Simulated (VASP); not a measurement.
Here is the system:

```
ZnSe
1.0
    0.00000     2.83119     2.83119
    2.83119     0.00000     2.83119
    2.83119     2.83119     0.00000
Zn Se
1 1
Cartesian
  5.66237   5.66237   5.66237
  1.41559   1.41559   1.41559
```

Computed with PBE GGA with D3 dispersion (Becke-Johnson damping), VASP's PBE PAW potentials (set 64) (plane waves; VASP). Settings: 520 eV cut-off, 8×8×8 Γ-centred mesh, Gaussian smearing of 0.050 eV, potentials Zn Se.

Task: Give the energy at these volumes per atom, relative to the lowest: 21.31, 21.99, 22.67, 23.35, 24.04 Å³.

Result: 18.5, 4.5, 0.0, 3.6, 14.1 meV/atom. A third-order Birch-Murnaghan fit gives B0 = 63.2 GPa and B0′ = 4.5.

Measured: bulk modulus 62.4 GPa (computed value off by +1.3 %), as given by Cormac Toher et al., Physical Review Materials (2017), arXiv:1611.05714; a 5.668 Å (computed value off by -0.1 %), as given by Martin Albrecht et al., Physical review. B, Condensed matter (1997), arXiv:cond-mat/9706128. The calculation is for a static lattice, while the measured bulk modulus, a hold thermal and zero-point effects, which are part of the difference.

The compound is ZnSe in the zinc blende structure. It was relaxed first.
